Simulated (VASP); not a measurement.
Output of a VASP run:

File OUTCAR:
```
 ion  position               nearest neighbor table
   1  0.000  0.000  0.000-   2 2.07   2 2.07   2 2.07   2 2.07
   2  0.250  0.250  0.250-   1 2.07   1 2.07   1 2.07   1 2.07
  LATTYP: Found a face centered cubic cell.
 ALAT       =     4.7800000000
 Subroutine PRICEL returns:
 Original cell was already a primitive cell.
 Subroutine GETGRP returns: Found 24 space group operations
The static configuration has the point symmetry T_d .
The dynamic configuration has the point symmetry T_d .
 Subroutine INISYM returns: Found 24 space group operations
 Subroutine IBZKPT returns following result:
 Found    110 irreducible k-points:

 Following reciprocal coordinates:
            Coordinates               Weight
  0.050000  0.050000  0.050000      8.000000
  0.150000  0.050000  0.050000     24.000000
  0.250000  0.050000  0.050000     24.000000
  0.350000  0.050000  0.050000     24.000000
  0.450000  0.050000  0.050000     24.000000
 -0.450000  0.050000  0.050000     24.000000
 -0.350000  0.050000  0.050000     24.000000
 -0.250000  0.050000  0.050000     24.000000
 -0.150000  0.050000  0.050000     24.000000
 -0.050000  0.050000  0.050000     24.000000
  0.150000  0.150000  0.050000     24.000000
  0.250000  0.150000  0.050000     48.000000
  0.350000  0.150000  0.050000     48.000000
  0.450000  0.150000  0.050000     48.000000
 -0.450000  0.150000  0.050000     48.000000
 -0.350000  0.150000  0.050000     48.000000
 -0.250000  0.150000  0.050000     48.000000
 -0.150000  0.150000  0.050000     48.000000
 -0.050000  0.150000  0.050000     48.000000
  0.250000  0.250000  0.050000     24.000000
  0.350000  0.250000  0.050000     48.000000
  0.450000  0.250000  0.050000     48.000000
 -0.450000  0.250000  0.050000     48.000000
 -0.350000  0.250000  0.050000     48.000000
 -0.250000  0.250000  0.050000     48.000000
 -0.150000  0.250000  0.050000     48.000000
 -0.050000  0.250000  0.050000     48.000000
  0.350000  0.350000  0.050000     24.000000
  0.450000  0.350000  0.050000     48.000000
 -0.450000  0.350000  0.050000     48.000000
 -0.350000  0.350000  0.050000     48.000000
 -0.250000  0.350000  0.050000     48.000000
 -0.150000  0.350000  0.050000     48.000000
 -0.050000  0.350000  0.050000     48.000000
  0.450000  0.450000  0.050000     24.000000
 -0.450000  0.450000  0.050000     48.000000
 -0.350000  0.450000  0.050000     48.000000
 -0.250000  0.450000  0.050000     48.000000
 -0.150000  0.450000  0.050000     48.000000
 -0.050000  0.450000  0.050000     48.000000
   k-points           NKPTS =    110   k-points in BZ     NKDIM =    110   number of bands    NBANDS=      8
   number of dos      NEDOS =    301   number of ions     NIONS =      2
   total plane-waves  NPLWV =  21952
   dimension x,y,z NGX =    28 NGY =   28 NGZ =   28
   dimension x,y,z NGXF=    56 NGYF=   56 NGZF=   56
   ions per type =               1   1
   PREC   = accura    normal or accurate (medium, high low for compatibility)
   ISTART =      0    job   : 0-new  1-cont  2-samecut
   ICHARG =      2    charge: 1-file 2-atom 10-const
   ISPIN  =      1    spin polarized calculation?
   LNONCOLLINEAR =      F non collinear calculations
   LSORBIT =      F    spin-orbit coupling
   INIWAV =      1    electr: 0-lowe 1-rand  2-diag
   ENCUT  =  520.0 eV  38.22 Ry    6.18 a.u.   6.28  6.28  6.28*2*pi/ulx,y,z
   NELM   =    100;   NELMIN=  2; NELMDL= -5     # of ELM steps
   EDIFF  = 0.1E-05   stopping-criterion for ELM
   LREAL  =      F    real-space projection
   NLSPLINE    = F    spline interpolate recip. space projectors
   LMAXMIX     =    4 max onsite mixed and CHGCAR
   VOSKOWN=      0    Vosko Wilk Nusair interpolation
   EDIFFG = 0.1E-04   stopping-criterion for IOM
   NSW    =      0    number of steps for IOM
   NBLOCK =      1;   KBLOCK =      1    inner block; outer block
   IBRION =     -1    ionic relax: 0-MD 1-quasi-New 2-CG
...
```

**OSZICAR**
```
       N       E                     dE             d eps       ncg     rms          rms(c)
DAV:   1     0.131714603830E+02    0.13171E+02   -0.38169E+03  1768   0.878E+02
DAV:   2    -0.116941033919E+02   -0.24866E+02   -0.23777E+02  2712   0.105E+02
DAV:   3    -0.120428115761E+02   -0.34871E+00   -0.34871E+00  1952   0.170E+01
DAV:   4    -0.120433373625E+02   -0.52579E-03   -0.52579E-03  2696   0.711E-01
DAV:   5    -0.120433374924E+02   -0.12998E-06   -0.12997E-06  1960   0.893E-03    0.492E+00
DAV:   6    -0.114727930215E+02    0.57054E+00   -0.18349E+00  1848   0.701E+00    0.244E+00
DAV:   7    -0.114142386423E+02    0.58554E-01   -0.20565E-01  2560   0.274E+00    0.955E-01
DAV:   8    -0.114073549839E+02    0.68837E-02   -0.21629E-02  1896   0.103E+00    0.116E-01
DAV:   9    -0.114076775416E+02   -0.32256E-03   -0.59294E-04  2320   0.198E-01    0.668E-02
DAV:  10    -0.114078600966E+02   -0.18256E-03   -0.29243E-04  2096   0.126E-01    0.164E-02
DAV:  11    -0.114078657042E+02   -0.56076E-05   -0.11348E-05  2672   0.266E-02    0.139E-02
DAV:  12    -0.114078653002E+02    0.40405E-06   -0.24834E-06  1840   0.110E-02
   1 F= -.11407865E+02 E0= -.11407865E+02  d E =-.403374E-13
```

**OUTCAR**
```
------------------------ aborting loop because EDIFF is reached ----------------------------------------
  FORCE on cell =-STRESS in cart. coord.  units (eV):
  Direction    XX          YY          ZZ          XY          YZ          ZX
  --------------------------------------------------------------------------------------
  Total        0.5374720      0.5374720      0.5374720      0.0000000      0.0000000     -0.0000000
  in kB       31.5386202     31.5386202     31.5386202      0.0000000      0.0000000     -0.0000000
  external PRESSURE =      31.5386202 kB  Pullay stress =       0.0000000 kB
  volume of cell :       27.30
      direct lattice vectors                 reciprocal lattice vectors
     0.000000000  2.390000000  2.390000000    -0.209205021  0.209205021  0.209205021
     2.390000000  0.000000000  2.390000000     0.209205021 -0.209205021  0.209205021
     2.390000000  2.390000000  0.000000000     0.209205021  0.209205021 -0.209205021
  FREE ENERGIE OF THE ION-ELECTRON SYSTEM (eV)
  ---------------------------------------------------
  free  energy   TOTEN  =       -11.4078653002 eV

  energy  without entropy=      -11.4078653002  energy(sigma->0) =      -11.40786530
```
(Selected blocks of OUTCAR.)

**POSCAR**
```
BAs
1
    0.0000000000     2.3900000000     2.3900000000
    2.3900000000     0.0000000000     2.3900000000
    2.3900000000     2.3900000000     0.0000000000
B As
1 1
Direct
  0.0000000000   0.0000000000   0.0000000000
  0.2500000000   0.2500000000   0.2500000000
```

**Question.** Write an INCAR and KPOINTS that could have produced this output.

**Answer.** This is not unique; one that fits is the input of the run itself, PBE GGA, plane waves, VASP's PBE PAW potentials (set 64).

### INCAR
```
! general
SYSTEM    =  BAs
PREC      =  Accurate
ENCUT     =  520
LREAL     =  F
LASPH     =  T
KSPACING  =  0.25
KGAMMA    =  F

! electronic loop
EDIFF     =  1E-6
NELM      =  100
ALGO      =  Normal
LMAXMIX   =  4

! smearing
ISMEAR    =  0
SIGMA     =  0.05

! functional
GGA       =  PE

! ions
ISIF      =  2

! output
LWAVE     =  F
LCHARG    =  F
```

POTCAR, in this order: B As (PBE.64 set). Program: vasp_std.

The compound is BAs in the zinc blende structure. The cell was not relaxed at this level. The run is one of a series of settings (KGAMMA = .FALSE., KSPACING = 0.25, KPOINTS file removed against the base run), some of them coarse on purpose.
